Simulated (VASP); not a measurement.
Elastic constants (GPa) of a crystal from LDA (Ceperley-Alder, Perdew-Zunger), VASP's LDA PAW potentials (set 64) (VASP 6.6.1):

|  | xx | yy | zz | yz | xz | xy |
|---|---|---|---|---|---|---|
| xx | 58.2 | 41.6 | 41.6 | 0.0 | 0.0 | 0.0 |
| yy | 41.6 | 58.2 | 41.6 | 0.0 | 0.0 | 0.0 |
| zz | 41.6 | 41.6 | 58.2 | 0.0 | 0.0 | 0.0 |
| yz | 0.0 | 0.0 | 0.0 | 22.2 | 0.0 | 0.0 |
| xz | 0.0 | 0.0 | 0.0 | 0.0 | 22.2 | 0.0 |
| xy | 0.0 | 0.0 | 0.0 | 0.0 | 0.0 | 22.2 |

Finite-difference elastic constants of metals are sensitive to mesh and smearing; shear constants can be off by tens of GPa.

Q: Work out the Voigt, Reuss and Hill moduli, Young's modulus and Poisson's ratio.

A: All eigenvalues are positive (smallest 16.6 GPa), so the crystal is stable. K_V = (C11+C22+C33+2(C12+C13+C23))/9 = (174.6 + 2×124.8)/9 = 47.1 GPa; G_V = (174.6 − 124.8 + 3×66.6)/15 = 16.6 GPa. From the compliances, K_R = 47.1 GPa and G_R = 13.3 GPa. Hill: K = 47.1 GPa, G = 15.0 GPa, E = 9KG/(3K+G) = 40.6 GPa, ν = (3K−2G)/(2(3K+G)) = 0.356. K/G = 3.15, above Pugh's 1.75; universal anisotropy A^U = 1.26.

Q: With a density of 8.13 g/cm³, what are the mean sound speeds?

A: v_l = √((K+4G/3)/ρ) = 2.87 km/s and v_t = √(G/ρ) = 1.36 km/s. The crystal is HgTe (zinc blende), cubic.

The compound is HgTe in the zinc blende structure. It was relaxed first.
